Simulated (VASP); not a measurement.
Given:

```xyz
2
Lattice="1.7586 -3.0460 0.0000 1.7586 3.0460 0.0000 0.0000 0.0000 5.8272" Properties=species:S:1:pos:R:3 pbc="T T T"
Cd     1.7586     1.0153     1.4568
Cd     1.7586    -1.0153     4.3704
```

These are vdW-DF2, VASP's PBE PAW potentials (set 64) (plane waves; VASP) values and carry that method's errors. Numerical set-up: 520 eV cut-off, 11×11×6 Γ-centred mesh, first-order Methfessel-Paxton smearing of 0.10 eV, potentials Cd.

### Question
Predict the energy per atom (σ→0), band gap (on the k-mesh) with the smallest direct gap where there is one.

### Answer

```json
{
 "band gap (on the k-mesh)": "none (metal, semimetal or under 0.01 eV)",
 "energy per atom (σ→0)": "2.644 eV/atom"
}
```

Only differences to runs with the same potentials and settings are physical.

The compound is Cd in the hcp structure. It was relaxed first, which changed the volume by +44 %. The start is the result of an earlier pass.
